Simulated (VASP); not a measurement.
Here is the system:

```
CELL_PARAMETERS angstrom
     -2.72060     2.72060     2.72060
      2.72060    -2.72060     2.72060
      2.72060     2.72060    -2.72060
ATOMIC_POSITIONS crystal
  Ge 0.00000 0.00000 0.00000
  F  0.00000 0.63852 0.00000
  F  0.36148 0.36148 0.36148
  F  0.63852 0.00000 0.00000
  F  0.00000 0.00000 0.63852
```

Level of theory: PBEsol GGA, VASP's PBE PAW potentials (set 64) (plane waves; VASP). Settings: 520 eV cut-off, 7×7×7 Γ-centred mesh, tetrahedra with Blöchl corrections, potentials Ge_d F.

Problem. Tabulate the total density of states (states/eV per cell) against energy (eV; zero at the valence-band maximum or, without a gap, the Fermi level).

Solution. 
(E (eV), DOS (states/eV)): (-9.97, 0.00); (-9.49, 0.00); (-9.01, 0.00); (-8.53, 0.00); (-8.05, 0.00); (-7.57, 0.00); (-7.09, 0.00); (-6.61, 0.00); (-6.13, 0.01); (-5.65, 7.17); (-5.17, 0.00); (-4.69, 0.00); (-4.21, 0.00); (-3.73, 0.00); (-3.25, 7.80); (-2.77, 4.84); (-2.29, 3.67); (-1.81, 0.00); (-1.33, 5.24); (-0.85, 15.8); (-0.25, 17.7); (0.23, 0.00); (0.71, 0.00); (1.19, 0.00); (1.67, 0.00); (2.15, 0.00); (2.63, 0.00); (3.11, 0.00); (3.59, 0.00); (4.07, 0.00); (4.55, 0.00); (5.03, 0.00); (5.51, 0.04); (5.99, 0.39); (6.47, 0.84); (6.95, 3.50); (7.43, 0.52); (7.91, 0.07); (8.39, 0.00); (8.87, 0.00)
Within 2 eV below the valence-band maximum the largest weight inside VASP's projection spheres is F p.

The structure comes from a computed database's GeF4 entry (I-43m); how it stands against other phases isn't given here. It was relaxed first, which changed the volume by +7 %.
